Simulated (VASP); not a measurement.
Input:

```xyz
1
Lattice="0.0000 1.8583 1.8583 1.8583 0.0000 1.8583 1.8583 1.8583 0.0000" Properties=species:S:1:pos:R:3 pbc="T T T"
Rh     0.0000     0.0000     0.0000
```

The numbers are results of r2SCAN+rVV10, VASP's PBE PAW potentials (set 64) (plane waves; VASP), not measurements. Numerical set-up: 520 eV cut-off, 16×16×16 Γ-centred mesh, first-order Methfessel-Paxton smearing of 0.10 eV, potentials Rh_pv.

Problem. Give the stress tensor in GPa (positive for a compressed cell).

Solution. 
```
21.36   0.00   0.00
 0.00  21.36   0.00
 0.00   0.00  21.36
```
The pressure is its mean diagonal, 21.36 GPa.

The compound is Rh in the fcc structure. This cell is one point of a volume scan, at 0.94 of the reference volume.
